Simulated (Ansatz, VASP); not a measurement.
# SiBPC: VASP beside Ansatz, part 2 of 2

Wanted: the spread between two codes on one cell, functional and k mesh. The cell is generated by rule, not measured, and may not be a known phase. The cell is taken from a series of runs on this material, whose earlier steps may have relaxed, scaled, displaced or heated it; both programs get it as it stands.

VASP 6.6.1 and Ansatz 0.2.0.

So far: The structure; Ansatz: single point, HSE06; VASP: single point, HSE06.

### 3. VASP: single point, HSE06 (continued)

Level of this step: HSE06; plane waves and PAW (B, P, Si, C); invented cell (VASP).

Numbers of over 12 decimals in the logs are rounded to 6 here.

Parts of OUTCAR (step 3):

```text
ion  position               nearest neighbor table
   1  0.000  0.963  0.107-   8 1.65   3 1.96   3 1.96   4 1.98
   2  0.500  0.463  0.403-   7 1.65   4 1.96   4 1.96   3 1.98
   3  0.500  0.221  0.142-   1 1.96   1 1.96   2 1.98   6 2.27
   4  0.000  0.721  0.368-   2 1.96   2 1.96   1 1.98   5 2.27
   5  0.000  0.040  0.647-   8 1.89   7 1.90   7 1.90   4 2.27   6 3.05   6 3.05   6 3.05   6 3.05

  LATTYP: Found a simple orthorhombic cell.
 ALAT       =     3.1455851600
 B/A-ratio  =     1.4192062635
 C/A-ratio  =     2.0120307007

 Subroutine GETGRP returns: Found  4 space group operations
 (whereof  2 operations were pure point group operations)

The static configuration has the point symmetry C_1h.
 The point group associated with its full space group is C_2v.

 Found     24 irreducible k-points:

   k-points           NKPTS =     24   k-points in BZ     NKDIM =     48   number of bands    NBANDS=     24

   dimension x,y,z NGX =    24 NGY =   36 NGZ =   48
   dimension x,y,z NGXF=    48 NGYF=   72 NGZF=   96

   ENCUT  =  520.0 eV  38.22 Ry    6.18 a.u.   5.85  8.30 11.77*2*pi/ulx,y,z

   NELECT =      32.0000    total number of electrons

 k-points in reciprocal lattice and weights: Automatic mesh
   0.00000000  0.00000000  0.00000000       0.021
   0.16666667  0.00000000  0.00000000       0.042
   0.33333333  0.00000000  0.00000000       0.042
   0.50000000  0.00000000  0.00000000       0.021
   0.00000000  0.25000000 -0.00000000       0.042
   0.16666667  0.25000000 -0.00000000       0.083
   0.33333333  0.25000000 -0.00000000       0.083
   0.50000000  0.25000000 -0.00000000       0.042
   0.00000000  0.50000000 -0.00000000       0.021
[...]
0.33333333  0.50000000  0.50000000       0.042
   0.50000000  0.50000000  0.50000000       0.021

  exchange ACFDT corr.  =         0.00000000  see jH, gK, PRB 81, 115126

 average (electrostatic) potential at core
       1 -21.1665       2 -21.1665       3 -76.8206       4 -76.8206       5 -77.7243
       6 -77.7243       7 -42.0977       8 -42.0977

 E-fermi :   7.8760

 k-point     1 :       0.0000    0.0000    0.0000
  band No.  band energies     occupation
    ...
     12       5.0732      2.00000
     13       5.7459      2.00000
     14       7.0640      2.00000
     15       7.5146      2.00000
     16       7.7977      2.00000
     17       9.4289      0.00000
     18      10.5450      0.00000
     19      12.4771      0.00000
     20      12.8819      0.00000
     21      13.1631      0.00000
    ...

 k-point     2 :       0.1667    0.0000    0.0000
  band No.  band energies     occupation
    ...
     12       3.9304      2.00000
     13       4.1853      2.00000
     14       5.8813      2.00000
     15       6.5640      2.00000
     16       6.9833      2.00000
     17      10.1613      0.00000
     18      12.1816      0.00000
     19      12.4787      0.00000
     20      12.7478      0.00000
     21      13.3285      0.00000
    ...

 k-point     3 :       0.3333    0.0000    0.0000
  band No.  band energies     occupation
    ...
     12       3.0033      2.00000
     13       3.2149      2.00000
     14       4.3305      2.00000
     15       4.6248      2.00000
     16       6.5290      2.00000
     17      10.2872      0.00000
     18      10.3450      0.00000
     19      11.0897      0.00000
     20      11.2095      0.00000
     21      11.7109      0.00000
    ...

  Total       -0.5084826     -0.6586930      0.1957908      0.0000000      0.0000000      0.0000000
  in kB       -9.1664714    -11.8743306      3.5295424      0.0000000      0.0000006      0.0000000
  external PRESSURE =      -5.8370865 kB  Pullay stress =       0.0000000 kB

  energy-cutoff  :      520.00
  volume of cell :       88.88
      direct lattice vectors                 reciprocal lattice vectors
     3.145585160  0.000000000  0.000000000     0.317905874  0.000000000  0.000000000
     0.000000000  4.464234162 -0.000000322     0.000000000  0.224002587  0.000000016
     0.000000000 -0.000000455  6.329013914     0.000000000  0.000000011  0.158002497

 POSITION                                       TOTAL-FORCE (eV/Angst)
 -----------------------------------------------------------------------------------
      0.00000      4.29803      0.67490         0.000000      0.010616      0.075995
      1.57279      2.06591      2.55361         0.000000      0.010616     -0.075995
      1.57279      0.98497      0.89669         0.000000      0.013876     -0.076783
      0.00000      3.21709      2.33183         0.000000      0.013876      0.076783
      0.00000      0.17722      4.09525         0.000000     -0.021989     -0.025575
      1.57279      2.40934      5.46228         0.000000     -0.021989      0.025575
      1.57279      1.23613      3.97796         0.000000     -0.002503      0.131766
      0.00000      3.46825      5.57956         0.000000     -0.002503     -0.131766
 -----------------------------------------------------------------------------------
    total drift:                               -0.000000     -0.000017      0.000053

  FREE ENERGIE OF THE ION-ELECTRON SYSTEM (eV)
  ---------------------------------------------------
  free  energy   TOTEN  =       -63.5509733235 eV

  energy  without entropy=      -63.5509733235  energy(sigma->0) =      -63.55097332

 total charge
# of ion       s       p       d       tot
------------------------------------------
    1        0.666   1.268   0.000   1.934
    2        0.666   1.268   0.000   1.934
    3        0.999   1.624   0.000   2.623
    4        0.999   1.624   0.000   2.623
    5        0.730   0.968   0.000   1.698
    6        0.730   0.968   0.000   1.698
    7        0.834   1.680   0.000   2.514
    8        0.834   1.680   0.000   2.514
--------------------------------------------------
tot          6.456  11.080   0.000  17.536

[... 3 further parts left out ...]
```

The run ends at a pressure of -0.58 GPa, with forces up to 0.13 eV/Å.

### 4. Side by side

Known differences besides the potentials themselves: exact exchange at q = 0 is treated differently, which shows on coarse meshes; VASP keeps PBE cores, Ansatz makes them for the functional; fixed occupations in Ansatz, narrow Gaussian smearing in VASP; the cutoff is 420 eV in Ansatz and 520 eV in VASP; VASP takes a coarser grid for exact exchange (PRECFOCK = Fast). Total energies have different zeros and are not compared.

The two programs side by side:

```csv
quantity,Ansatz,VASP,difference
gap on the k mesh (eV),1.485,1.486,-0.001
```

A gap on the mesh is an upper bound, since the band edges may lie between its points.

### 5. What came out

| Property | Result |
| --- | --- |
| difference in gap on the k mesh (single point, HSE06) | -0.0010 eV |

The difference in gap on the k mesh is -0.0010 eV (single point, HSE06), within the 0.08 eV picked in this series as the mark of a large difference. Such differences can come from data sets, numerical settings and the points named under the comparisons, not from the functional's error against experiment.

[Lines on the potential files, build, host, timing and source positions are cut from VASP's logs without a mark.]

[Logs are printed without paths, hosts, clocks, repeated set-up lines and the standing remarks that a program may print on its own settings, such as how far it seeks lower states.]

[Hosts, paths, dates, database ids (printed as entryN), source tags and the programs' standing remarks are cut or masked in the printed files.]
